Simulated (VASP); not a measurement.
Consider the following.

```
Sn
1.0
   -2.89127     2.89127     1.57212
    2.89127    -2.89127     1.57212
    2.89127     2.89127    -1.57212
Sn
2
Cartesian
  2.89127   0.00000   0.78606
  0.00000   0.00000   0.00000
```

Calculation: vdW-DF-cx, VASP's PBE PAW potentials (set 64) (plane waves; VASP 6.6.1). Settings: 520 eV cut-off, 13×13×13 Γ-centred mesh, first-order Methfessel-Paxton smearing of 0.10 eV, potentials Sn_d.

### Question
Give the stress tensor in GPa (positive for a compressed cell).

### Answer

```
1.82  0.00  0.00
0.00  1.82  0.00
0.00  0.00  1.76
```
The pressure is its mean diagonal, 1.80 GPa.

The compound is Sn in the beta structure. This cell is one point of a volume scan, at 0.97 of the reference volume.
